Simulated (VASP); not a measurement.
Level of theory: PBE GGA, VASP's PBE PAW potentials (set 64) (plane waves; VASP).

VASP input:

**KPOINTS**
```
Automatic mesh
0
gamma
  14 14 8
```

File POSCAR:
```
Ru
1.0
  1.3550000000  -2.3469290000   0.0000000000
  1.3550000000   2.3469290000   0.0000000000
  0.0000000000   0.0000000000   4.2800000000
Ru
2
Cartesian
  1.3550000000   0.7823112313   1.0700000000
  1.3550000000  -0.7823112313   3.2100000000
```

INCAR:
```
ALGO=Normal
EDIFF=1E-6
ENCUT=400
GGA=PE
ISIF=2
ISMEAR=1
LASPH=.TRUE.
LCHARG=.FALSE.
LMAXMIX=4
LREAL=.FALSE.
LWAVE=.FALSE.
NELM=100
PREC=Accurate
SIGMA=0.1
SYSTEM=Ru
```

POTCAR, in this order: Ru_pv (PBE.64 set). Program: vasp_std.

Output

File OUTCAR:
```
 ion  position               nearest neighbor table
   1  0.333  0.667  0.250-   2 2.65   2 2.65   2 2.65   2 2.65   2 2.65   2 2.65
   2  0.667  0.333  0.750-   1 2.65   1 2.65   1 2.65   1 2.65   1 2.65   1 2.65
  LATTYP: Found a hexagonal cell.
 ALAT       =     2.7100001349
 C/A-ratio  =     1.5793357148
 Subroutine PRICEL returns:
 Original cell was already a primitive cell.
 Subroutine GETGRP returns: Found 24 space group operations
The static configuration has the point symmetry D_3d.
 The point group associated with its full space group is D_6h.
The dynamic configuration has the point symmetry D_3d.
 Subroutine INISYM returns: Found 24 space group operations
 Subroutine IBZKPT returns following result:
 Found    120 irreducible k-points:

 Following reciprocal coordinates:
            Coordinates               Weight
  0.000000  0.000000  0.000000      1.000000
  0.071429  0.000000  0.000000      6.000000
  0.142857  0.000000  0.000000      6.000000
  0.214286  0.000000  0.000000      6.000000
  0.285714  0.000000  0.000000      6.000000
  0.357143  0.000000  0.000000      6.000000
  0.428571  0.000000  0.000000      6.000000
...
```

OSZICAR:
```
       N       E                     dE             d eps       ncg     rms          rms(c)
DAV:   1     0.245322146338E+03    0.24532E+03   -0.15851E+04  4354   0.143E+03
DAV:   2    -0.141761241273E+02   -0.25950E+03   -0.25423E+03  4606   0.446E+02
DAV:   3    -0.197459886614E+02   -0.55699E+01   -0.54278E+01  4536   0.703E+01
DAV:   4    -0.198040905958E+02   -0.58102E-01   -0.58060E-01  5362   0.634E+00
DAV:   5    -0.198049763235E+02   -0.88573E-03   -0.88570E-03  4664   0.669E-01    0.176E+01
DAV:   6    -0.185508683875E+02    0.12541E+01   -0.33599E+00  4364   0.192E+01    0.465E+00
DAV:   7    -0.184653099111E+02    0.85558E-01   -0.26586E-01  4424   0.489E+00    0.111E+00
DAV:   8    -0.184569485359E+02    0.83614E-02   -0.69484E-03  4412   0.988E-01    0.188E-01
DAV:   9    -0.184569361594E+02    0.12376E-04   -0.50676E-04  5598   0.238E-01    0.480E-02
DAV:  10    -0.184569412602E+02   -0.51007E-05   -0.16560E-05  4658   0.419E-02    0.190E-02
DAV:  11    -0.184569476625E+02   -0.64023E-05   -0.10107E-06  2962   0.968E-03    0.226E-03
DAV:  12    -0.184569476269E+02    0.35543E-07   -0.64161E-08  2194   0.215E-03
   1 F= -.18456948E+02 E0= -.18456478E+02  d E =-.140776E-02
```

File OUTCAR:
```
------------------------ aborting loop because EDIFF is reached ----------------------------------------
  FORCE on cell =-STRESS in cart. coord.  units (eV):
  Direction    XX          YY          ZZ          XY          YZ          ZX
  --------------------------------------------------------------------------------------
  Total        0.5006657      0.5006657      0.3628091      0.0000000      0.0000000     -0.0000000
  in kB       29.4676426     29.4676465     21.3538258      0.0000000      0.0000000     -0.0000000
  external PRESSURE =      26.7630383 kB  Pullay stress =       0.0000000 kB
  volume of cell :       27.22
      direct lattice vectors                 reciprocal lattice vectors
     1.355000000 -2.346929000  0.000000000     0.369003690 -0.213044366  0.000000000
     1.355000000  2.346929000  0.000000000     0.369003690  0.213044366  0.000000000
     0.000000000  0.000000000  4.280000000     0.000000000  0.000000000  0.233644860
 POSITION                                       TOTAL-FORCE (eV/Angst)
 -----------------------------------------------------------------------------------
      1.35500      0.78231      1.07000        -0.000000      0.000000      0.000000
      1.35500     -0.78231      3.21000         0.000000     -0.000000      0.000000
 -----------------------------------------------------------------------------------
    total drift:                               -0.000000      0.000510     -0.000045
  FREE ENERGIE OF THE ION-ELECTRON SYSTEM (eV)
  ---------------------------------------------------
  free  energy   TOTEN  =       -18.4569476269 eV

  energy  without entropy=      -18.4555398698  energy(sigma->0) =      -18.45647837
```
(Selected blocks of OUTCAR.)

The compound is Ru in the hcp structure. The cell was not relaxed at this level.
